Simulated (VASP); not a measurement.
These are PBEsol GGA, VASP's PBE PAW potentials (set 64) (plane waves; VASP) values and carry that method's errors.

Input for VASP

File POSCAR:
```
Ta
1.0
  0.0000000000   3.0037082306   3.0037082306
  3.0037082306   0.0000000000   3.0037082306
  3.0037082306   3.0037082306   0.0000000000
Ta
2
Cart
  4.5055623459   4.5055623459   4.5055623459
  3.0037082306   3.0037082306   3.0037082306
```

KPOINTS:
```
Automatic
0
gamma
  12 12 12
```

INCAR:
```
# general
SYSTEM =Ta
PREC   =Accurate
ENCUT  =400
LREAL  =.False.
LASPH  =.True.

# electronic loop
EDIFF  =1E-7
NELM   =100
ALGO   =Normal
LMAXMIX=6

# smearing
ISMEAR =-5

# functional
GGA    =PS

# ions
ISIF   =2

# output
LWAVE  =.False.
LCHARG =.True.
LORBIT =11
NEDOS  =601
```

POTCAR, in this order: Ta_pv (PBE.64 set). Program: vasp_std.

The resulting files:

**OSZICAR**
```
       N       E                     dE             d eps       ncg     rms          rms(c)
DAV:   1     0.143014793658E+03    0.14301E+03   -0.11649E+04  2224   0.117E+03
DAV:   2    -0.155834916280E+02   -0.15860E+03   -0.15726E+03  2706   0.332E+02
DAV:   3    -0.193324098856E+02   -0.37489E+01   -0.36416E+01  2729   0.481E+01
DAV:   4    -0.193879297186E+02   -0.55520E-01   -0.54617E-01  2573   0.583E+00
DAV:   5    -0.193890507722E+02   -0.11211E-02   -0.11130E-02  3086   0.592E-01    0.134E+01
DAV:   6    -0.191180868632E+02    0.27096E+00   -0.46335E-01  2608   0.552E+00    0.704E+00
DAV:   7    -0.190465165447E+02    0.71570E-01   -0.19219E-01  2720   0.400E+00    0.105E+00
DAV:   8    -0.190415571095E+02    0.49594E-02   -0.17704E-02  2384   0.893E-01    0.955E-02
DAV:   9    -0.190415952319E+02   -0.38122E-04   -0.34363E-04  2734   0.139E-01    0.437E-02
DAV:  10    -0.190416013930E+02   -0.61612E-05   -0.16505E-05  2553   0.402E-02    0.332E-03
DAV:  11    -0.190416023091E+02   -0.91603E-06   -0.13792E-06  2749   0.747E-03    0.237E-03
DAV:  12    -0.190416017609E+02    0.54819E-06   -0.15864E-07  1696   0.325E-03    0.191E-04
DAV:  13    -0.190416017350E+02    0.25932E-07   -0.86030E-09  1178   0.679E-04
   1 F= -.19041602E+02 E0= -.19041602E+02  d E =0.000000E+00
```

OUTCAR:
```
------------------------ aborting loop because EDIFF is reached ----------------------------------------
  FORCE on cell =-STRESS in cart. coord.  units (eV):
  Direction    XX          YY          ZZ          XY          YZ          ZX
  --------------------------------------------------------------------------------------
  Total       -0.0625776     -0.0625776     -0.0625776      0.0000000     -0.0000000      0.0000000
  in kB       -1.8498064     -1.8498064     -1.8498064      0.0000000     -0.0000000      0.0000000
  external PRESSURE =      -1.8498064 kB  Pullay stress =       0.0000000 kB
  volume of cell :       54.20
      direct lattice vectors                 reciprocal lattice vectors
     0.000000000  3.003708231  3.003708231    -0.166460908  0.166460908  0.166460908
     3.003708231  0.000000000  3.003708231     0.166460908 -0.166460908  0.166460908
     3.003708231  3.003708231  0.000000000     0.166460908  0.166460908 -0.166460908
 POSITION                                       TOTAL-FORCE (eV/Angst)
 -----------------------------------------------------------------------------------
      4.50556      4.50556      4.50556        -0.000000     -0.000000     -0.000000
      3.00371      3.00371      3.00371         0.000000      0.000000      0.000000
 -----------------------------------------------------------------------------------
    total drift:                                0.000000      0.000000      0.000000
  FREE ENERGIE OF THE ION-ELECTRON SYSTEM (eV)
  ---------------------------------------------------
  free  energy   TOTEN  =       -19.0416017350 eV

  energy  without entropy=      -19.0416017350  energy(sigma->0) =      -19.04160173

 total charge

# of ion       s       p       d       tot
------------------------------------------
    1        0.478   6.014   2.553   9.045
    2        0.478   6.014   2.553   9.045
--------------------------------------------------
tot          0.957  12.028   5.105  18.090
```
(Selected blocks of OUTCAR.)

For a metal the tetrahedron method with Blöchl corrections gives inexact stress and forces.

The structure was generated: Ta was put into the diamond type (Fd-3m), which need not be its known phase. It was relaxed first, which changed the volume by +6 %.
